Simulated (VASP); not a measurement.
Calculation: r2SCAN meta-GGA, VASP's PBE PAW potentials (set 64) (plane waves; VASP). For the first row: Numerical set-up: 400 eV cut-off, 14×14×14 Γ-centred mesh, tetrahedra with Blöchl corrections, potentials Ge_d W_sv.

| system | energy (eV/atom) |
|---|---|
| GeW (relaxed from the rocksalt structure, space group Fm-3m) | -31.6785 |
| Ge (diamond) | -13.8670 |
| W (bcc) | -51.3529 |

The references are the elements' solids at the same level; no temperature or zero-point terms are added.  Spin-orbit coupling is left out, which shifts such energies by up to tenths of an eV for the heavy elements here.

Question: What is the formation energy per atom of GeW?

Answer: The references average (1×(-13.8670) + 1×(-51.3529))/2 = -32.6099 eV, so the formation energy is -31.6785 − (-32.6099) = 0.931 eV/atom.
